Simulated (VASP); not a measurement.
A VASP calculation is set up with these files.

POSCAR:
```
N2
1
    4.1672300000     0.0000000000     0.0000000000
   -2.0836150000     3.6089270000     0.0000000000
    0.0000000000     0.0000000000     7.0060000000
N
4
Direct
  0.3333330000   0.6666670000   0.3289300000
  0.6666670000   0.3333330000   0.6710700000
  0.6666670000   0.3333330000   0.8289300000
  0.3333330000   0.6666670000   0.1710700000
```

KPOINTS:
```
Automatic
0
G
  1 1 1
0 0 0
```

INCAR:
```
# general
SYSTEM = N2
PREC   = Accurate
ENCUT  = 400   # plane-wave cut-off (eV)
LREAL  = .FALSE.   # projection in real space or not
LASPH  = .TRUE.   # aspherical one-centre terms

# electronic loop
EDIFF  = 1E-6   # SCF stop (eV)
NELM   = 100   # most electronic steps
ALGO   = Normal

# smearing
ISMEAR = 0   # Gaussian
SIGMA  = 0.01   # width (eV)

# ions
ISIF   = 2

# output
LWAVE  = .FALSE.
LCHARG = .FALSE.
```

POTCAR, in this order: N (LDA.64 set). Program: vasp_std.

Question: Write an equivalent input for Quantum ESPRESSO's pw.x.

Answer: One equivalent input (not run):
```
&CONTROL
  calculation = 'scf'
  pseudo_dir = './pseudo'
  outdir = './out'
  tprnfor = .true.
  tstress = .true.
/
&SYSTEM
  ibrav = 0
  nat = 4
  ntyp = 1
  ecutwfc = 84
  occupations = 'smearing'
  smearing = 'gaussian'
  degauss = 0.000735
  input_dft = 'pz'
/
&ELECTRONS
  conv_thr = 7.3e-08
  electron_maxstep = 100
/
ATOMIC_SPECIES
  N 14.007 N.upf
CELL_PARAMETERS angstrom
     4.1672300    0.0000000    0.0000000
    -2.0836150    3.6089270    0.0000000
     0.0000000    0.0000000    7.0060000
ATOMIC_POSITIONS crystal
  N    0.3333330  0.6666670  0.3289300
  N    0.6666670  0.3333330  0.6710700
  N    0.6666670  0.3333330  0.8289300
  N    0.3333330  0.6666670  0.1710700
K_POINTS automatic
  1 1 1 0 0 0
```
What does not carry over: the potentials are each code's own (VASP's PAW set, PseudoDojo norm-conserving files in pw.x), so ENCUT and ecutwfc are chosen apart and not converted; conv_thr bounds pw.x's estimated SCF error, while EDIFF bounds the energy change between steps.

The structure comes from a computed database's N2 entry (P6_3/mmc); how it stands against other phases isn't given here. The cell was not relaxed at this level. The k-mesh is coarse (spacing up to 1.74 per Å, 2π included), so the numbers may not be converged in it. The run is one of a series of settings (KPOINTS 1×1×1 Γ-centred mesh against the base run), some of them coarse on purpose.
